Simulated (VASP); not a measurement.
# CdHgP (P4_2/mmc) in VASP: single point with PBE

Aim: the single point of CdHgP with PBE.

Everything below comes from runs of VASP 6.6.1. Logs are shortened: lines on timing, memory, paths and dates and some standing lists are left out, and cuts for length are marked.

### 1 The cell of the first run

Symmetry: P4_2/mmc, No. 131, tetragonal system. The conventional cell has a = 5.007 Å, b = 5.007 Å, c = 6.162 Å, α = 90.00°, β = 90.00°, γ = 90.00°. Cd (site symmetry -4m2) is surrounded by 4 P at 2.94 Å and 2 Cd at 3.08 Å. Hg (site symmetry mmm) has 2 P at 2.50 Å as nearest neighbours. P (site symmetry mmm) is surrounded by 2 Hg at 2.50 Å.

The cell was built by a generator and needn't be a form met in nature.

### 2 Single point, PBE (species swapped into the TbCoC type (P4_2/mmc, No. 131))

Contents of INCAR:

```
SYSTEM = CdHgP
ALGO = Fast
EDIFF = 1E-6
ENCUT = 520
GGA = PE
ISIF = 2
ISMEAR = 0
LASPH = .True.
LCHARG = .True.
LELF = .True.
LREAL = .False.
LVHAR = .True.
LWAVE = .False.
NBANDS = 38
NELM = 100
PREC = Accurate
SIGMA = 0.1
```

Contents of KPOINTS:

```
k-points
0
Gamma
  8 8 6
  0 0 0
```

Contents of POSCAR:

```
CdHgP
1.0
    5.0067881142      0.0000000000      0.0000000000
    0.0000000000      5.0067881142      0.0000000000
    0.0000000000      0.0000000000      6.1620397108
Cd Hg P
2 2 2
Direct
    0.0000000000      0.0000000000      0.7500000000
    0.0000000000      0.0000000000      0.2500000000
    0.5000000000      0.5000000000      0.0000000000
    0.5000000000      0.5000000000      0.5000000000
    0.5000000000      0.0000000000      0.5000000000
    0.0000000000      0.5000000000      0.0000000000
```

Potentials or basis: VASP PAW PBE potentials, release 64 (Cd, Hg, P).

Launch:

```sh
cat potpaw_PBE.64/Cd/POTCAR potpaw_PBE.64/Hg/POTCAR potpaw_PBE.64/P/POTCAR > POTCAR
mpirun -np 1 vasp_std > vasp.out
```

OUTCAR:

```text
SYSTEM = CdHgP
   EDIFF = 1E-6
   ENCUT = 520
   GGA = PE
   ISIF = 2
   ISMEAR = 0
   LASPH = .True.
   LREAL = .False.
   NELM = 100
   PREC = Accurate

 ion  position               nearest neighbor table
   1  0.000  0.000  0.750-   5 2.94   6 2.94   6 2.94   5 2.94   2 3.08   2 3.08
   2  0.000  0.000  0.250-   5 2.94   6 2.94   6 2.94   5 2.94   1 3.08   1 3.08
   3  0.500  0.500  0.000-   6 2.50   6 2.50   4 3.08   4 3.08
   4  0.500  0.500  0.500-   5 2.50   5 2.50   3 3.08   3 3.08
   5  0.500  0.000  0.500-   4 2.50   4 2.50   1 2.94   2 2.94   1 2.94   2 2.94
   6  0.000  0.500  0.000-   3 2.50   3 2.50   1 2.94   1 2.94   2 2.94   2 2.94

  LATTYP: Found a simple tetragonal cell.
 ALAT       =     5.0067881142
 C/A-ratio  =     1.2307370654

  Lattice vectors:

 A1 = (   5.0067881142,   0.0000000000,   0.0000000000)
 A2 = (   0.0000000000,   5.0067881142,   0.0000000000)
 A3 = (   0.0000000000,   0.0000000000,   6.1620397108)

Analysis of symmetry for initial positions (statically):
=====================================================================
 Subroutine PRICEL returns:
 Original cell was already a primitive cell.

 Routine SETGRP: Setting up the symmetry group for a
 simple tetragonal supercell.

 Subroutine GETGRP returns: Found 16 space group operations
 (whereof  8 operations were pure point group operations)
 out of a pool of 16 trial point group operations.

The static configuration has the point symmetry D_2h.
 The point group associated with its full space group is D_4h.

Analysis of symmetry for dynamics (positions and initial velocities):
=====================================================================
 Subroutine PRICEL returns:
 Original cell was already a primitive cell.

 Routine SETGRP: Setting up the symmetry group for a
 simple tetragonal supercell.

 Subroutine GETGRP returns: Found 16 space group operations
 (whereof  8 operations were pure point group operations)
 out of a pool of 16 trial point group operations.

The dynamic configuration has the point symmetry D_2h.
 The point group associated with its full space group is D_4h.

 Subroutine INISYM returns: Found 16 space group operations
 (whereof  8 operations are pure point group operations),
 and found     1 'primitive' translations

----------------------------------------------------------------------------------------

                                     Primitive cell

  volume of cell :     154.4696

  direct lattice vectors                    reciprocal lattice vectors
     5.006788114  0.000000000  0.000000000     0.199728844  0.000000000  0.000000000
     0.000000000  5.006788114  0.000000000     0.000000000  0.199728844  0.000000000
     0.000000000  0.000000000  6.162039711     0.000000000  0.000000000  0.162283927

  length of vectors
     5.006788114  5.006788114  6.162039711     0.199728844  0.199728844  0.162283927

  position of ions in fractional coordinates (direct lattice)
     0.000000000  0.000000000  0.750000000
     0.000000000  0.000000000  0.250000000
     0.500000000  0.500000000  0.000000000
     0.500000000  0.500000000  0.500000000
     0.500000000  0.000000000  0.500000000
     0.000000000  0.500000000  0.000000000

  ion indices of the primitive-cell ions
   primitive index   ion index
                 1           1
                 2           2
                 3           3
                 4           4
                 5           5
                 6           6

----------------------------------------------------------------------------------------

 KPOINTS: k-points

Automatic generation of k-mesh.
 Grid dimensions read from file:
 generate k-points for:    8    8    6

 Generating k-lattice:

  Cartesian coordinates                     Fractional coordinates (reciprocal lattice)
     0.024966105  0.000000000  0.000000000     0.125000000  0.000000000  0.000000000
     0.000000000  0.024966105  0.000000000     0.000000000  0.125000000  0.000000000
     0.000000000  0.000000000  0.027047321     0.000000000  0.000000000  0.166666667

  Length of vectors
     0.024966105  0.024966105  0.027047321

  Shift w.r.t. Gamma in fractional coordinates (k-lattice)
     0.000000000  0.000000000  0.000000000

 Subroutine IBZKPT returns following result:
 ===========================================

 Found     60 irreducible k-points:

 Following reciprocal coordinates:
            Coordinates               Weight
  0.000000  0.000000  0.000000      1.000000
  0.125000  0.000000  0.000000      4.000000
  0.250000  0.000000  0.000000      4.000000
  0.375000  0.000000  0.000000      4.000000
  0.500000  0.000000  0.000000      2.000000
  0.125000  0.125000  0.000000      4.000000
[... 16 lines left out ...]
  0.375000  0.125000  0.166667     16.000000
  0.500000  0.125000  0.166667      8.000000
 [... further k-points ...]
   k-points           NKPTS =     60   k-points in BZ     NKDIM =     60   number of bands    NBANDS=     38
   number of dos      NEDOS =    301   number of ions     NIONS =      6
   total plane-waves  NPLWV =  76800
   dimension x,y,z NGX =    40 NGY =   40 NGZ =   48
   dimension x,y,z NGXF=    80 NGYF=   80 NGZF=   96
   ions per type =               2   2   2
   NGX,Y,Z   is equivalent  to a cutoff of  13.28, 13.28, 12.95 a.u.
   NGXF,Y,Z  is equivalent  to a cutoff of  26.56, 26.56, 25.90 a.u.
 SYSTEM =  CdHgP
   PREC   = accura    normal or accurate (medium, high low for compatibility)
   ISTART =      0    job   : 0-new  1-cont  2-samecut
   ICHARG =      2    charge: 1-file 2-atom 10-const
   ISPIN  =      1    spin polarized calculation?
   LNONCOLLINEAR =      F non collinear calculations
   LSORBIT =      F    spin-orbit coupling
   LASPH  =      T    aspherical Exc in radial PAW
   ENCUT  =  520.0 eV  38.22 Ry    6.18 a.u.   9.31  9.31 11.46*2*pi/ulx,y,z
   NELM   =    100;   NELMIN=  2; NELMDL= -5     # of ELM steps
   EDIFF  = 0.1E-05   stopping-criterion for ELM
   LREAL  =      F    real-space projection
   EDIFFG = 0.1E-04   stopping-criterion for IOM
   NSW    =      0    number of steps for IOM
   IBRION =     -1    ionic relax: 0-MD 1-quasi-New 2-CG
   NFREE  =      0    steps in history (QN), initial steepest desc. (CG)
   ISIF   =      2    stress and relaxation
   ISYM   =      2    0-nonsym 1-usesym 2-fastsym
   POTIM  = 0.5000    time-step for ionic-motion
   TEBEG  =    0.0;   TEEND  =   0.0 temperature during run
   PSTRESS=    0.0 pullay stress
   NELECT =      58.0000    total number of electrons
   NUPDOWN=      -1.0000    fix difference up-down
   EMIN   =  10.00;   EMAX   =-10.00  energy-range for DOS
   EFERMI =   0.00;   METHOD = LEGACY
   ISMEAR =     0;   SIGMA  =   0.10  broadening in eV -4-tet -1-fermi 0-gaus
   EFERMI_NEDOS =   21; number of points for ismear=-14 and -15
   IALGO  =     68    algorithm
   IMIX   =      4    mixing-type and parameters
     AMIX     =   0.40;   BMIX     =  1.00
     AMIX_MAG =   1.60;   BMIX_MAG =  1.00
  volume/ion in A,a.u.               =      25.74       173.74
  Fermi-wavevector in a.u.,A,eV,Ry     =   1.181054  2.231869 18.978620  1.394889
  Thomas-Fermi vector in A             =   2.317335
   LORBIT       =      0    0 simple, 1 ext, 2 COOP (PROOUT), +10 PAW based schemes
   GGA     = PE    functional components
   LHFCALC =     F    Hartree Fock is set to
   AEXX    =    0.0000 exact exchange contribution
   IVDW    =     0    specifies the selected vdW correction
   LEPSILON=     F    determine dielectric tensor
   LRPA    =     F    only Hartree local field effects (RPA)
 non-spin polarized calculation
 RMM-DIIS sequential band-by-band and
 Gauss-broadening in eV      SIGMA  =   0.10
  energy-cutoff  :      520.00
  volume of cell :      154.47
 maximum number of plane-waves:      4182
 NGX is ok and might be reduce to    40
   NGX = 19   NGY = 19   NGZ = 23

 number of electron      58.0000004 magnetization

 Free energy of the ion-electron system (eV)
  ---------------------------------------------------
  ext. energy  EPLUGINS =         0.00000000
  ---------------------------------------------------
  free energy    TOTEN  =       -11.20480861 eV

  energy without entropy =      -11.19672582  energy(sigma->0) =      -11.20076721

 E-fermi :   2.4345     XC(G=0):  -9.5810

 val. band max:        2.4171290254   @ k =   0.1250   0.0000   0.0000
 cond. band min:       2.4423834046   @ k =   0.1250   0.0000   0.1667
 fundamental gap:      0.0252543791
 Fermi energy:         2.4345488367

 k-point     1 :       0.0000    0.0000    0.0000
  band No.  band energies     occupation
      1      -8.9730      2.00000
      2      -8.5706      2.00000
      3      -6.6517      2.00000
      4      -6.4322      2.00000
      5      -6.4322      2.00000
      6      -6.1217      2.00000
[... 30 lines left out ...]
     37       7.9218      0.00000
     38       7.9220      0.00000

 k-point     2 :       0.1250    0.0000    0.0000
  band No.  band energies     occupation
      1      -8.9134      2.00000
      2      -8.5271      2.00000
      3      -6.6521      2.00000
      4      -6.4361      2.00000
      5      -6.4145      2.00000
      6      -6.1201      2.00000
[... 30 lines left out ...]
     37       7.4698      0.00000
     38       7.5891      0.00000

 k-point     3 :       0.2500    0.0000    0.0000
  band No.  band energies     occupation
      1      -8.7945      2.00000
      2      -8.3618      2.00000
      3      -6.6526      2.00000
      4      -6.4454      2.00000
      5      -6.3631      2.00000
      6      -6.1161      2.00000
[... 30 lines left out ...]
     37       6.8283      0.00000
     38       7.6059      0.00000

 k-point     4 :       0.3750    0.0000    0.0000
  band No.  band energies     occupation
      1      -8.7170      2.00000
      2      -8.0725      2.00000
      3      -6.6520      2.00000
      4      -6.4545      2.00000
      5      -6.2909      2.00000
      6      -6.1120      2.00000
[... 30 lines left out ...]
     37       6.7753      0.00000
     38       7.5359      0.00000
[... 703 lines left out ...]
      4      -6.3935      2.00000
      5      -6.3355      2.00000
      6      -6.1149      2.00000
[... 30 lines left out ...]
     37       7.2883      0.00000
     38       8.3200      0.00000

 k-point    23 :       0.3750    0.1250    0.1667
  band No.  band energies     occupation
      1      -8.6172      2.00000
      2      -8.0577      2.00000
      3      -6.5913      2.00000
      4      -6.3973      2.00000
      5      -6.2700      2.00000
      6      -6.1155      2.00000
[... 30 lines left out ...]
     37       7.2890      0.00000
     38       8.0096      0.00000

 k-point    24 :       0.5000    0.1250    0.1667
  band No.  band energies     occupation
      1      -8.5967      2.00000
      2      -7.8799      2.00000
      3      -6.5909      2.00000
      4      -6.3966      2.00000
      5      -6.2355      2.00000
      6      -6.1078      2.00000
[... 30 lines left out ...]
     37       7.4862      0.00000
     38       8.0216      0.00000

 [... further k-points ...]
[... 5 lines left out ...]
  --------------------------------------------------------------------------------------
  -------------------------------------------------------------------------------------
  Total        0.2551063      0.2551063      0.2119367      0.0000000      0.0000000      0.0000000
  in kB        2.6459943      2.6459943      2.1982330      0.0000000      0.0000000      0.0000000
  external PRESSURE =       2.4967406 kB  Pullay stress =       0.0000000 kB

 VOLUME and BASIS-vectors are now :
 -----------------------------------------------------------------------------
  energy-cutoff  :      520.00
  volume of cell :      154.47
      direct lattice vectors                 reciprocal lattice vectors
     5.006788114  0.000000000  0.000000000     0.199728844  0.000000000  0.000000000
     0.000000000  5.006788114  0.000000000     0.000000000  0.199728844  0.000000000
     0.000000000  0.000000000  6.162039711     0.000000000  0.000000000  0.162283927

 POSITION                                       TOTAL-FORCE (eV/Angst)
 -----------------------------------------------------------------------------------
      0.00000      0.00000      4.62153         0.000000      0.000000     -0.000000
      0.00000      0.00000      1.54051         0.000000      0.000000      0.000000
      2.50339      2.50339      0.00000         0.000000      0.000000     -0.000000
      2.50339      2.50339      3.08102         0.000000      0.000000     -0.000000
      2.50339      0.00000      3.08102         0.000000      0.000000     -0.000000
      0.00000      2.50339      0.00000         0.000000      0.000000     -0.000000
 -----------------------------------------------------------------------------------
    total drift:                               -0.000000     -0.000000     -0.000000

  FREE ENERGIE OF THE ION-ELECTRON SYSTEM (eV)
  ---------------------------------------------------
  free  energy   TOTEN  =       -11.2048086099 eV

  energy  without entropy=      -11.1967258174  energy(sigma->0) =      -11.20076721
```

It took 4 min on 1 thread of Intel Xeon Platinum 8488C (Sapphire Rapids), shared host; peak memory 0.47 GiB.

Results:

* Free energy: -11.2048 eV
* Pressure: 0.2 GPa
* Band gap on the k mesh: none (metal or under the smearing width)

Levels at points of the mesh, in eV from the Fermi level:
```
           k point  band 26  band 27  band 28  band 29  band 30  band 31  band 32  band 33
(0.00, 0.00, 0.00)    -2.63    -1.68    -1.68    -1.57    -0.57    -0.47     1.34     2.86
(0.50, 0.00, 0.00)    -2.48    -1.91    -1.52    -0.90    -0.07     2.23     2.48     2.83
(0.50, 0.50, 0.00)    -2.17    -1.23    -1.23    -0.15     0.41     0.41     0.48     3.77
(0.00, 0.00, 0.50)    -2.79    -2.10    -2.10    -1.81    -1.81     0.77     0.77     3.78
(0.50, 0.00, 0.50)    -2.00    -1.60    -1.36    -1.32    -0.61     2.89     3.09     3.65
(0.50, 0.50, 0.50)    -4.05    -2.01    -2.01     2.43     2.43     2.60     2.60     3.99
```

The run has no spin-orbit coupling, so splittings on Hg are missing.
